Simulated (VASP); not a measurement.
# Ta19W in VASP: single point with LDA

Aim: the single point of Ta19W with LDA.

All numbers are computed with VASP 6.6.1; they aren't measurements. Logs are shortened: lines on timing, memory, paths and dates and some standing lists are left out, and cuts for length are marked.

### 1 Starting point

The cell holds a slab with vacuum, 20 atoms: a = 5.634 Å, b = 5.634 Å, c = 21.200 Å, α = 90.00°, β = 90.00°, γ = 109.47°.

The cell was built by a generator and needn't be a form met in nature.

### 2 Single point, LDA

Input file INCAR:

```
SYSTEM = Ta19W
  PREC = Accurate
  ENCUT = 520
  EDIFF = 1E-7
  ISMEAR = 1
  SIGMA = 0.1
  LREAL = Auto
  LASPH = .True.
  NELM = 100
  ALGO = Fast
  ISIF = 2
  LWAVE = .False.
  LCHARG = .False.
  LDIPOL = .True.
  IDIPOL = 3
  DIPOL = 0.5 0.5 0.500
  NBANDS = 128
```

Input file KPOINTS:

```
Automatic mesh
0
Gamma
  5 5 1
  0 0 0
```

Input file POSCAR:

```
Ta19W
1.0
    5.6338675160      0.0000000144      0.0000000000
   -1.8779558582      5.3116612263      0.0000000000
    0.0000000000      0.0000000000     21.2000265128
Ta W
19 1
Direct
   -0.0012845498     -0.0012845498      0.2884883659
    0.0009973380      0.4990026620      0.2886145307
    0.4990026620      0.0009973380      0.2886145307
    0.5012845498      0.5012845498      0.2884883659
    0.2500000000      0.2500000000      0.3925636740
    0.2500000000      0.7500000000      0.3924887311
    0.7500000000      0.2500000000      0.3924887311
    0.7500000000      0.7500000000      0.3924696545
    0.5050616219      0.5050616219      0.5015168389
    0.4977801894      0.0022198106      0.4998225724
    1.0022198106      0.4977801894      0.4998225724
   -0.0050616219     -0.0050616219      0.5015168389
    0.7500000000      0.2500000000      0.6077629767
    0.2500000000      0.7500000000      0.6077629767
    0.2500000000      0.2500000000      0.6078131593
   -0.0077631409     -0.0077631409      0.7097737932
    0.0027776224      0.4972223776      0.7112651240
    0.4972223776      0.0027776224      0.7112651240
    0.5077631409      0.5077631409      0.7097737932
    0.7500000000      0.7500000000      0.6076876465
```

Potentials or basis: VASP PAW LDA potentials, release 64 (Ta_pv, W_sv).

Run with:

```sh
cat potpaw_LDA.64/Ta_pv/POTCAR potpaw_LDA.64/W_sv/POTCAR > POTCAR
mpirun -np 1 vasp_std > vasp.out
```

OUTCAR:

```text
SYSTEM = Ta19W
   PREC = Accurate
   ENCUT = 520
   EDIFF = 1E-7
   ISMEAR = 1
   LREAL = Auto
   LASPH = .True.
   NELM = 100
   ISIF = 2

 ion  position               nearest neighbor table
   1  0.999  0.999  0.288-   8 2.73   5 2.75   3 2.81   2 2.81   3 2.82   2 2.82   6 3.19   7 3.19
                             4 3.24   4 3.27
   2  0.001  0.499  0.289-   7 2.74   6 2.74   4 2.81   1 2.81   4 2.82   1 2.82   5 3.18   8 3.19
                             3 3.25   3 3.25
   3  0.499  0.001  0.289-   7 2.74   6 2.74   1 2.81   4 2.81   1 2.82   4 2.82   5 3.18   8 3.19
                             2 3.25   2 3.25
   4  0.501  0.501  0.288-   8 2.73   5 2.75   2 2.81   3 2.81   2 2.82   3 2.82   6 3.19   7 3.19
                             1 3.24   1 3.27
   5  0.250  0.250  0.393-   1 2.75   4 2.75   7 2.82   7 2.82   6 2.82   6 2.82   9 2.84  12 2.84
                             3 3.18   2 3.18  11 3.22  10 3.22   8 3.25   8 3.25
   6  0.250  0.750  0.392-   2 2.74   3 2.74  10 2.80  11 2.80   8 2.82   8 2.82   5 2.82   5 2.82
                             1 3.19   4 3.19   7 3.25   7 3.25  12 3.26   9 3.26
   7  0.750  0.250  0.392-   2 2.74   3 2.74  10 2.80  11 2.80   8 2.82   8 2.82   5 2.82   5 2.82
                             1 3.19   4 3.19   6 3.25   6 3.25  12 3.26   9 3.26
   8  0.750  0.750  0.392-   1 2.73   4 2.73   9 2.81  12 2.81   6 2.82   6 2.82   7 2.82   7 2.82
                             3 3.19   2 3.19  11 3.25  10 3.25   5 3.25   5 3.25
   9  0.505  0.505  0.502-  20 2.76  15 2.80   8 2.81  11 2.82  10 2.82  11 2.82  10 2.82   5 2.84
[... 9 lines left out ...]
  14  0.250  0.750  0.608-  18 2.73  17 2.73  10 2.81  11 2.81  15 2.82  15 2.82  20 2.82  20 2.82
                            19 3.16  16 3.16   9 3.22  12 3.22  13 3.25  13 3.25
  15  0.250  0.250  0.608-  16 2.74  19 2.74   9 2.80  12 2.80  13 2.82  13 2.82  14 2.82  14 2.82
                            18 3.16  17 3.16  11 3.23  10 3.23  20 3.25  20 3.25
  16  0.992  0.992  0.710-  20 2.68  15 2.74  18 2.81  17 2.81  18 2.83  17 2.83  19 3.15  14 3.16
                            13 3.16  19 3.35
  17  0.003  0.497  0.711-  13 2.73  14 2.73  19 2.81  16 2.81  19 2.83  16 2.83  15 3.16  20 3.20
                            18 3.25  18 3.25
  18  0.497  0.003  0.711-  13 2.73  14 2.73  16 2.81  19 2.81  16 2.83  19 2.83  15 3.16  20 3.20
                            17 3.25  17 3.25
  19  0.508  0.508  0.710-  20 2.68  15 2.74  17 2.81  18 2.81  17 2.83  18 2.83  16 3.15  14 3.16
                            13 3.16  16 3.35
  20  0.750  0.750  0.608-  16 2.68  19 2.68   9 2.76  12 2.76  14 2.82  14 2.82  13 2.82  13 2.82
                            18 3.20  17 3.20  15 3.25  15 3.25  11 3.26  10 3.26

  LATTYP: Found a base centered orthorhombic cell.
 ALAT       =     6.5054298488
 B/A-ratio  =     1.4142135641
 C/A-ratio  =     3.2588202480

  Lattice vectors:

 A1 = (   5.6338675160,   0.0000000144,   0.0000000000)
 A2 = (  -1.8779558582,   5.3116612263,   0.0000000000)
 A3 = (   0.0000000000,   0.0000000000,  21.2000265128)

Analysis of symmetry for initial positions (statically):
=====================================================================
 Subroutine PRICEL returns:
 Original cell was already a primitive cell.

 Routine SETGRP: Setting up the symmetry group for a
 base centered orthorhombic supercell.

 Subroutine GETGRP returns: Found  4 space group operations
 (whereof  2 operations were pure point group operations)
 out of a pool of  8 trial point group operations.

The static configuration has the point symmetry C_1h.
 The point group associated with its full space group is C_2v.

Analysis of symmetry for dynamics (positions and initial velocities):
=====================================================================
 Subroutine PRICEL returns:
 Original cell was already a primitive cell.

 Routine SETGRP: Setting up the symmetry group for a
 base centered orthorhombic supercell.

 Subroutine GETGRP returns: Found  4 space group operations
 (whereof  2 operations were pure point group operations)
 out of a pool of  8 trial point group operations.

The dynamic configuration has the point symmetry C_1h.
 The point group associated with its full space group is C_2v.

 Subroutine INISYM returns: Found  4 space group operations
 (whereof  2 operations are pure point group operations),
 and found     1 'primitive' translations

----------------------------------------------------------------------------------------

                                     Primitive cell

  volume of cell :     634.4149

  direct lattice vectors                    reciprocal lattice vectors
[... 73 lines left out ...]
 Subroutine IBZKPT returns following result:
 ===========================================

 Found      9 irreducible k-points:

 Following reciprocal coordinates:
            Coordinates               Weight
  0.000000  0.000000  0.000000      1.000000
  0.200000  0.000000  0.000000      4.000000
  0.400000  0.000000  0.000000      4.000000
  0.200000  0.200000  0.000000      2.000000
  0.400000  0.200000  0.000000      4.000000
 -0.400000  0.200000  0.000000      4.000000
 -0.200000  0.200000  0.000000      2.000000
  0.400000  0.400000  0.000000      2.000000
 -0.400000  0.400000  0.000000      2.000000
   k-points           NKPTS =      9   k-points in BZ     NKDIM =      9   number of bands    NBANDS=    128
   number of dos      NEDOS =    301   number of ions     NIONS =     20
   total plane-waves  NPLWV = 282240
   dimension x,y,z NGX =    42 NGY =   42 NGZ =  160
   dimension x,y,z NGXF=    84 NGYF=   84 NGZF=  320
   ions per type =              19   1
   NGX,Y,Z   is equivalent  to a cutoff of  12.39, 12.39, 12.55 a.u.
   NGXF,Y,Z  is equivalent  to a cutoff of  24.79, 24.79, 25.09 a.u.
 SYSTEM =  Ta19W
   PREC   = accura    normal or accurate (medium, high low for compatibility)
   ISTART =      0    job   : 0-new  1-cont  2-samecut
   ICHARG =      2    charge: 1-file 2-atom 10-const
   ISPIN  =      1    spin polarized calculation?
   LNONCOLLINEAR =      F non collinear calculations
   LSORBIT =      F    spin-orbit coupling
   LASPH  =      T    aspherical Exc in radial PAW
   ENCUT  =  520.0 eV  38.22 Ry    6.18 a.u.  10.48 10.48 39.42*2*pi/ulx,y,z
   NELM   =    100;   NELMIN=  2; NELMDL= -5     # of ELM steps
   EDIFF  = 0.1E-06   stopping-criterion for ELM
   LREAL  =      T    real-space projection
   EDIFFG = 0.1E-05   stopping-criterion for IOM
   NSW    =      0    number of steps for IOM
   IBRION =     -1    ionic relax: 0-MD 1-quasi-New 2-CG
   NFREE  =      0    steps in history (QN), initial steepest desc. (CG)
   ISIF   =      2    stress and relaxation
   ISYM   =      2    0-nonsym 1-usesym 2-fastsym
   POTIM  = 0.5000    time-step for ionic-motion
   TEBEG  =    0.0;   TEEND  =   0.0 temperature during run
   PSTRESS=    0.0 pullay stress
   NELECT =     223.0000    total number of electrons
   NUPDOWN=      -1.0000    fix difference up-down
   EMIN   =  10.00;   EMAX   =-10.00  energy-range for DOS
   EFERMI =   0.00;   METHOD = LEGACY
   ISMEAR =     1;   SIGMA  =   0.10  broadening in eV -4-tet -1-fermi 0-gaus
   EFERMI_NEDOS =   21; number of points for ismear=-14 and -15
   IALGO  =     68    algorithm
   IMIX   =      4    mixing-type and parameters
     AMIX     =   0.40;   BMIX     =  1.00
     AMIX_MAG =   1.60;   BMIX_MAG =  1.00
  volume/ion in A,a.u.               =      31.72       214.06
  Fermi-wavevector in a.u.,A,eV,Ry     =   1.155364  2.183320 18.161939  1.334865
  Thomas-Fermi vector in A             =   2.291993
   LORBIT       =      0    0 simple, 1 ext, 2 COOP (PROOUT), +10 PAW based schemes
   GGA     = CA    functional components
   LHFCALC =     F    Hartree Fock is set to
   AEXX    =    0.0000 exact exchange contribution
   IVDW    =     0    specifies the selected vdW correction
   LEPSILON=     F    determine dielectric tensor
   LRPA    =     F    only Hartree local field effects (RPA)
 non-spin polarized calculation
 RMM-DIIS sequential band-by-band and
 Methfessel and Paxton  Order N= 1 SIGMA  =   0.10
  energy-cutoff  :      520.00
  volume of cell :      634.41
 maximum number of plane-waves:     17140
 NGX is ok and might be reduce to    42
   NGX = 21   NGY = 21   NGZ = 79

 dipolmoment           0.000000      0.000000      0.009040 electrons x Angstroem

 number of electron     223.0000012 magnetization

 dipolmoment           0.000000      0.000000     -0.005583 electrons x Angstroem

 Free energy of the ion-electron system (eV)
  ---------------------------------------------------
  ext. energy  EPLUGINS =         0.00000000
  ---------------------------------------------------
  free energy    TOTEN  =      -248.00190002 eV

  energy without entropy =     -247.99391774  energy(sigma->0) =     -247.99923926

 E-fermi :   1.1656     XC(G=0):  -8.0382

 val. band max:        1.1613582545   @ k =   0.4000   0.2000   0.0000
 cond. band min:       1.1694747520   @ k =  -0.4000   0.4000   0.0000
 fundamental gap:      0.0081164975
 Fermi energy:         1.1655900056

 k-point     1 :       0.0000    0.0000    0.0000
  band No.  band energies     occupation
      1     -71.6094      2.00000
      2     -36.1926      2.00000
      3     -36.1923      2.00000
      4     -36.1762      2.00000
      5     -33.1681      2.00000
      6     -33.1421      2.00000
[... 1123 lines left out ...]
    122       2.2162     -0.00000
    123       2.4016     -0.00000
 [bands above 123 left out]

------------------------ aborting loop because EDIFF is reached ----------------------------------------

 vacuum level on the upper side and lower side of the slab       (xc-potential included)        -0.310        -0.279

  FORCE on cell =-STRESS in cart. coord.  units (eV):
  Direction    XX          YY          ZZ          XY          YZ          ZX
  --------------------------------------------------------------------------------------
  -------------------------------------------------------------------------------------
  Total       -8.7589405     -7.6980001      1.2420569      1.5003962      0.0000000      0.0000000
  in kB      -22.1201849    -19.4408429      3.1367411      3.7891617      0.0000000      0.0000000
  external PRESSURE =     -12.8080956 kB  Pullay stress =       0.0000000 kB

 VOLUME and BASIS-vectors are now :
 -----------------------------------------------------------------------------
  energy-cutoff  :      520.00
  volume of cell :      634.41
      direct lattice vectors                 reciprocal lattice vectors
     5.633867516  0.000000014  0.000000000     0.177497961  0.062755007  0.000000000
    -1.877955858  5.311661226  0.000000000    -0.000000000  0.188265019  0.000000000
     0.000000000  0.000000000 21.200026513     0.000000000  0.000000000  0.047169752

 POSITION                                       TOTAL-FORCE (eV/Angst)
 -----------------------------------------------------------------------------------
      3.75109      5.30484      6.11596         0.003543      0.005011     -0.050661
     -0.93149      2.65053      6.11864        -0.008035      0.005682     -0.018536
      2.80944      0.00530      6.11864         0.008035     -0.005682     -0.018536
      1.88278      2.66265      6.11596        -0.003543     -0.005011     -0.050661
      0.93898      1.32792      8.32236         0.000000      0.000000     -0.009425
     -0.00000      3.98375      8.32077         0.000000      0.000000     -0.006486
[... 12 lines left out ...]
      1.90711      2.69707     15.04722         0.002256      0.003191      0.035184
      2.81693      3.98375     12.88299         0.000000      0.000000      0.007368
 -----------------------------------------------------------------------------------
    total drift:                                0.000000      0.000000      0.003815

  FREE ENERGIE OF THE ION-ELECTRON SYSTEM (eV)
  ---------------------------------------------------
  free  energy   TOTEN  =      -248.0019000188 eV

  energy  without entropy=     -247.9939177414  energy(sigma->0) =     -247.99923926

 vacuum level on the upper side and lower side of the slab         5.821         5.852
```

Run time: 21 min. Hardware: 1 thread of Intel Xeon 6975P-C (Granite Rapids), shared host; peak memory 0.74 GiB.

Results:

```
Free energy            : -248.0019 eV
Largest force          : 0.051 eV/Å
Band gap on the k mesh : none (metal or under the smearing width)
```

Forces in eV/Å, atoms in the order of the input:
```
Ta   0.004  0.005 -0.051
Ta  -0.008  0.006 -0.019
Ta   0.008 -0.006 -0.019
Ta  -0.004 -0.005 -0.051
Ta   0.000  0.000 -0.009
Ta   0.000  0.000 -0.006
Ta   0.000  0.000 -0.006
Ta   0.000  0.000 -0.030
Ta  -0.005 -0.008  0.010
Ta   0.001 -0.001  0.004
Ta  -0.001  0.001  0.004
Ta   0.005  0.008  0.010
Ta   0.000  0.000  0.021
Ta   0.000  0.000  0.021
Ta   0.000  0.000  0.010
Ta  -0.002 -0.003  0.035
Ta  -0.007  0.005  0.017
Ta   0.007 -0.005  0.017
Ta   0.002  0.003  0.035
W    0.000  0.000  0.007
```

Levels at points of the mesh, in eV from the Fermi level:
```
           k point  band 109  band 110  band 111  band 112  band 113  band 114  band 115  band 116
(0.00, 0.00, 0.00)      0.44      0.45      0.63      0.64      0.65      0.92      1.17      1.29
```

Spin-orbit coupling is left out, which matters for the levels of Ta, W.
